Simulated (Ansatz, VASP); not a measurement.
# Y2ClO2F in two plane-wave programs, part 3 of 3

Wanted: the spread between two codes on one cell, functional and k mesh. The cell is generated by rule, not measured, and may not be a known phase. Of the first pair: The cell is taken from a series of runs on this material, whose earlier steps may have relaxed, scaled, displaced or heated it; both programs get it as it stands.

VASP 6.6.1 and Ansatz 0.2.0.

So far: Ansatz: relaxation of cell and atoms, PBEsol, pair 1; VASP: relaxation of cell and atoms, PBEsol, pair 1; Differences; VASP: relaxation of cell and atoms, PBEsol, pair 2; Ansatz: relaxation of cell and atoms, PBEsol, pair 2; Side by side.

### Step 8. VASP: relaxation of cell and atoms, PBEsol, pair 3

Level of this step: PBEsol; plane waves and PAW (Y_sv, O, F, Cl); invented cell (VASP).

The relaxed volume is the usual yardstick between codes: in a stiff, nearly cubic crystal its relative difference is about their pressure difference at one cell divided by the bulk modulus. Its start cell is another than that of the pair before, and may be another structure of the material.

Input file INCAR:

```
SYSTEM = Y2ClO2F
PREC = Accurate
ENCUT = 600
EDIFF = 1E-07
NELM = 120
ISMEAR = 0
SIGMA = 0.1
LREAL = .FALSE.
ALGO = Normal
GGA = PS
NBANDS = 30
LASPH = .TRUE.
LORBIT = 11
LWAVE = .FALSE.
LCHARG = .FALSE.
ISIF = 3
IBRION = 2
NSW = 80
EDIFFG = -0.005
GGA_COMPAT = .FALSE.
NELMIN = 4
EFERMI = MIDGAP
KPAR = 2
```

Input file POSCAR:

```
Y2ClO2F
1.0
    3.9665893510      0.0000000000      0.0000000000
    0.0000000000      3.9665893510      0.0000000000
    0.0000000000      0.0000000000      5.8367185467
Y O F Cl
2 2 1 1
Direct
    0.5000000000      0.0000000000      0.6848533241
    0.0000000000      0.5000000000      0.3151466759
    0.0000000000      0.0000000000      0.5000000000
    0.5000000000      0.5000000000      0.5000000000
    0.5000000000      0.5000000000      0.0000000000
    0.0000000000      0.0000000000      0.0000000000
```

Input file KPOINTS:

```
Automatic mesh
0
Gamma
6 6 4
0 0 0
```

PAW data sets: Y_sv, O, F and Cl (PBE family, release 64).

Launch:

```console
> mpirun -np 2 vasp_std
```

Numbers of over 12 decimals in the logs are rounded to 6 here.

The program printed:

```text
[... set-up lines as in an earlier step ...]
 entering main loop
       N       E                     dE             d eps       ncg     rms          rms(c)
DAV:   1     0.344565395159E+03    0.34457E+03   -0.27644E+04  1800   0.175E+03
DAV:   2    -0.306900032584E+02   -0.37526E+03   -0.36108E+03  2354   0.395E+02
DAV:   3    -0.544437669432E+02   -0.23754E+02   -0.23625E+02  2522   0.907E+01
DAV:   4    -0.559402285880E+02   -0.14965E+01   -0.14950E+01  2856   0.176E+01
[...]
DAV:  16    -0.484699235027E+02    0.11329E-05   -0.36819E-06  2306   0.156E-02    0.610E-03
DAV:  17    -0.484699231883E+02    0.31434E-06   -0.27930E-06  2230   0.101E-02    0.121E-03
DAV:  18    -0.484699231530E+02    0.35295E-07   -0.18903E-07  1684   0.291E-03
   1 F= -.48469923E+02 E0= -.48469923E+02  d E =-.484699E+02
[...]
N       E                     dE             d eps       ncg     rms          rms(c)
DAV:   1    -0.484700551438E+02   -0.13196E-03   -0.30402E-03  2034   0.371E-01    0.109E-01
DAV:   2    -0.484699501679E+02    0.10498E-03   -0.58549E-04  2120   0.152E-01    0.376E-02
DAV:   3    -0.484699292763E+02    0.20892E-04   -0.51667E-05  2344   0.529E-02    0.301E-02
DAV:   4    -0.484699258722E+02    0.34041E-05   -0.31361E-05  2978   0.296E-02    0.261E-02
DAV:   5    -0.484699279231E+02   -0.20509E-05   -0.29900E-06  2250   0.125E-02    0.125E-02
DAV:   6    -0.484699292034E+02   -0.12803E-05   -0.26340E-06  3276   0.794E-03    0.148E-03
DAV:   7    -0.484699292672E+02   -0.63816E-07   -0.33783E-07  1918   0.393E-03
   2 F= -.48469929E+02 E0= -.48469929E+02  d E =-.611420E-05
 trial-energy change:   -0.000006  1 .order   -0.000006   -0.000019    0.000007
 step:   0.7206(harm=  0.7206)  dis= 0.00013  next Energy=   -48.469930 (dE=-0.674E-05)
 reached required accuracy - stopping structural energy minimisation
```

Parts of OUTCAR (step 8):

```text
  Total        0.0160477      0.0160477      0.0097246      0.0000000      0.0000000      0.0000000
  in kB        0.2801546      0.2801546      0.1697689      0.0000000      0.0000000      0.0000000
  external PRESSURE =       0.2433593 kB  Pullay stress =       0.0000000 kB

 POSITION                                       TOTAL-FORCE (eV/Angst)
 -----------------------------------------------------------------------------------
      1.98292      0.00000      3.99643        -0.000000      0.000000      0.003830
      3.96584      1.98292      1.83876         0.000000     -0.000000     -0.003830
      0.00000      0.00000      2.91760        -0.000000      0.000000      0.000000
      1.98292      1.98292      2.91760         0.000000      0.000000      0.000000
      1.98292      1.98292     -0.00000        -0.000000      0.000000      0.000000
      3.96584      0.00000     -0.00000        -0.000000      0.000000      0.000000
 -----------------------------------------------------------------------------------
    total drift:                                0.000000     -0.000000     -0.000000

  FREE ENERGIE OF THE ION-ELECTRON SYSTEM (eV)
  ---------------------------------------------------
  free  energy   TOTEN  =       -48.4699292672 eV

  energy  without entropy=      -48.4699292672  energy(sigma->0) =      -48.46992927

[... 2 parts as in an earlier step ...]

[... 2 further parts left out ...]
[key lines of the parts left out:]
E-fermi :   4.1988
```

### Step 9. Ansatz: relaxation of cell and atoms, PBEsol, pair 3

Its own start cell and the same functional, mesh and smearing now go to Ansatz, which takes its cutoff from its data sets.

The two relaxations start from unlike cells of this crystal (the structure described is Ansatz's start), so only their ends are compared.

Input file input.yaml:

```yaml
crystal:
  lattice:
    - [3.89203, 0.0, 0.0]
    - [0.0, 3.89203, 0.0]
    - [0.0, 0.0, 5.53159]
  atoms:
    - { symbol: "Y", position: [0.5, 0.0, 0.71147552] }
    - { symbol: "Y", position: [0.0, 0.5, 0.28852448] }
    - { symbol: O, position: [0.0, 0.0, 0.5] }
    - { symbol: O, position: [0.5, 0.5, 0.5] }
    - { symbol: F, position: [0.5, 0.5, 0.0] }
    - { symbol: Cl, position: [0.0, 0.0, 0.0] }
kpoints:
  mp_grid: { grid: [6, 6, 4] }
hamiltonian:
  xc: pbesol
scf:
  occupations: { method: gaussian, width: 0.1 }
output:
  forces: true
  stress: true
  eigenvalues: true
relax:
  adjacent_minimum: "off"
  f_tol: 0.05
  max_steps: 80
  cell: { stress_tol: 0.5 }
```

Launch:

```console
> ansatz run input.yaml --threads 8 --pin off --max-ram 14336MiB --backend cpu --events-out ev --progress --plain --runs-dir out
```

The program printed:

```text
[...]
Crystal: 6 atoms, lattice volume = 83.792 Å³
Basis set: ecut = 420 eV, 1675 PW (Γ), exchange–correlation on 54×54×80 points (8 copies of the dense FFT grid, shifted against one another)
Bands: 30, of which v1, the nominal top of the filled ones, is band 24 counted from 1 (23 counted from 0)
Symmetry: 8 space group operations
[...]
k-points: 30 of 144 (time reversal used)
[...]
cell:  # Å, volume = 91.8370 Å³
    - [3.966906, 0, 0]
    - [0, 3.966906, 0.0]
    - [0, 0.0, 5.835981]
  atoms:
    - { symbol: Y, position: [0.5, 0, 0.684828] }
    - { symbol: Y, position: [0, 0.5, 0.315172] }
    - { symbol: O, position: [0, 0, 0.5] }
    - { symbol: O, position: [0.5, 0.5, 0.5] }
    - { symbol: F, position: [0.5, 0.5, -4.442709825385608e-19] }
    - { symbol: Cl, position: [0, 0, -4.442709825385607e-19] }
[key lines of the parts left out:]
SCF converged after 4 iterations
Free energy (F): -10585.604283 eV
Fermi energy:    9.793386 eV
P = ⅓ Tr σ = 0.1083 GPa (1.083 kbar)
```

### Step 10. Side by side

The two programs side by side:

```csv
quantity,Ansatz,VASP,difference
volume (Å³),91.84,91.78,+0.07 %
"edge a after relaxation, in the typed setting (Å)",3.967,3.966,+0.03 %
"edge c after relaxation, in the typed setting (Å)",5.836,5.835,+0.01 %
```

### Step 11. Summary of results

| Property | Result |
| --- | --- |
| difference in volume (relaxation of cell and atoms, PBEsol, pair 1) | 0.14 % |
| difference in volume (relaxation of cell and atoms, PBEsol, pair 2) | 0.16 % |
| difference in volume (relaxation of cell and atoms, PBEsol, pair 3) | 0.067 % |

What this shows: The difference in volume is 0.16 % (relaxation of cell and atoms, PBEsol, pair 2), within the 1.2 % picked in this series as the mark of a large difference, as far as the stopping tolerances let one tell. Such differences can come from data sets, numerical settings and the points named under the comparisons, not from the functional's error against experiment.

[Lines on the potential files, build, host, timing and source positions are cut from VASP's logs without a mark.]

[Logs are printed without paths, hosts, clocks, repeated set-up lines and the standing remarks that a program may print on its own settings, such as how far it seeks lower states.]

[Hosts, paths, dates, database ids (printed as entryN), source tags and the programs' standing remarks are cut or masked in the printed files.]
